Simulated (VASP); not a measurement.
VASP ran on this input.

### POSCAR
```
CoGa
1
    2.8800000000     0.0000000000     0.0000000000
    0.0000000000     2.8800000000     0.0000000000
    0.0000000000     0.0000000000     2.8800000000
Ga Co
1 1
Direct
  0.5000000000   0.5000000000   0.5000000000
  0.0000000000   0.0000000000   0.0000000000
```

**INCAR**
```
SYSTEM = CoGa
PREC = Accurate
ENCUT = 520
EDIFF = 1E-6
NELM = 60
ALGO = Normal
LREAL = .FALSE.
LASPH = .TRUE.
ISMEAR = 1
SIGMA = 0.1
GGA = PE
LMAXMIX = 4
LWAVE = .FALSE.
LCHARG = .FALSE.
ISIF = 2
```

File KPOINTS:
```
Automatic mesh
0
Gamma
10 10 10
0 0 0
```

POTCAR, in this order: Co Ga_d (PBE.64 set). Program: vasp_std.

The resulting files:

standard output:
```
 POSCAR found type information on POSCAR GaCo
 POSCAR found :  2 types and       2 ions
 Reading from existing POTCAR
 Reading from existing POTCAR
 WARNING: type information on POSCAR and POTCAR are incompatible
 POTCAR overwrites the type information in POSCAR
 typ   1 type information:  Ga Co
 WARNING: type information on POSCAR and POTCAR are incompatible
 POTCAR overwrites the type information in POSCAR
 typ   2 type information:  Co Ga
 LDA part: xc-table for (Slater+PW92), standard interpolation
 POSCAR, INCAR and KPOINTS ok, starting setup
 WAVECAR not read
 entering main loop
       N       E                     dE             d eps       ncg     rms          rms(c)
DAV:   1     0.877243063909E+02    0.87724E+02   -0.11547E+04  1864   0.269E+03
DAV:   2    -0.750269920237E+01   -0.95227E+02   -0.92950E+02  1715   0.330E+02
DAV:   3    -0.114097519799E+02   -0.39071E+01   -0.38968E+01  1967   0.741E+01
DAV:   4    -0.114587952576E+02   -0.49043E-01   -0.49039E-01  2215   0.807E+00
DAV:   5    -0.114601813492E+02   -0.13861E-02   -0.13861E-02  2083   0.120E+00    0.953E+00
DAV:   6    -0.125082620719E+02   -0.10481E+01   -0.22329E+01  1919   0.631E+01    0.114E+01
DAV:   7    -0.105015752220E+02    0.20067E+01   -0.90331E+00  1751   0.466E+01    0.179E+00
DAV:   8    -0.104836112010E+02    0.17964E-01   -0.24441E-01  1945   0.554E+00    0.632E-01
DAV:   9    -0.104777089164E+02    0.59023E-02   -0.18968E-02  2229   0.220E+00    0.130E-01
DAV:  10    -0.104774415699E+02    0.26735E-03   -0.63802E-04  2282   0.372E-01    0.629E-02
DAV:  11    -0.104774318235E+02    0.97463E-05   -0.58229E-05  2327   0.133E-01    0.123E-02
DAV:  12    -0.104774309241E+02    0.89947E-06   -0.28903E-06  1738   0.293E-02
   1 F= -.10477431E+02 E0= -.10477668E+02  d E =0.712576E-03
```

**OUTCAR**
```
------------------------ aborting loop because EDIFF is reached ----------------------------------------
  FORCE on cell =-STRESS in cart. coord.  units (eV):
  Direction    XX          YY          ZZ          XY          YZ          ZX
  --------------------------------------------------------------------------------------
  Total        0.0615460      0.0615460      0.0615460     -0.0000000      0.0000000      0.0000000
  in kB        4.1279379      4.1279379      4.1279379     -0.0000000      0.0000000      0.0000000
  external PRESSURE =       4.1279379 kB  Pullay stress =       0.0000000 kB
  volume of cell :       23.89
      direct lattice vectors                 reciprocal lattice vectors
     2.880000000  0.000000000  0.000000000     0.347222222  0.000000000  0.000000000
     0.000000000  2.880000000  0.000000000     0.000000000  0.347222222  0.000000000
     0.000000000  0.000000000  2.880000000     0.000000000  0.000000000  0.347222222
 POSITION                                       TOTAL-FORCE (eV/Angst)
 -----------------------------------------------------------------------------------
      1.44000      1.44000      1.44000         0.000000      0.000000      0.000000
      0.00000      0.00000      0.00000         0.000000      0.000000      0.000000
 -----------------------------------------------------------------------------------
    total drift:                                0.000000      0.000000     -0.000000
  FREE ENERGIE OF THE ION-ELECTRON SYSTEM (eV)
  ---------------------------------------------------
  free  energy   TOTEN  =       -10.4774309241 eV

  energy  without entropy=      -10.4781435000  energy(sigma->0) =      -10.47766845
```
(Selected blocks of OUTCAR.)

Q: Read the log: what went wrong, and how is it fixed?

A: The cause: POTCAR lists the elements in another order than POSCAR. The run ends without an error. Against the sound run, the pressure stays essentially unchanged. To mend it, use POTCAR Ga_d Co of the PBE.64 set.

The mended run (PBE GGA, plane waves, VASP's PBE PAW potentials (set 64)) converges, and its OSZICAR ends with
```
   1 F= -.10477431E+02 E0= -.10477668E+02  d E =0.712575E-03
```

The compound is CoGa in the CsCl type structure. The cell was not relaxed at this level. The run is not spin-polarised, so no magnetic state was tried.
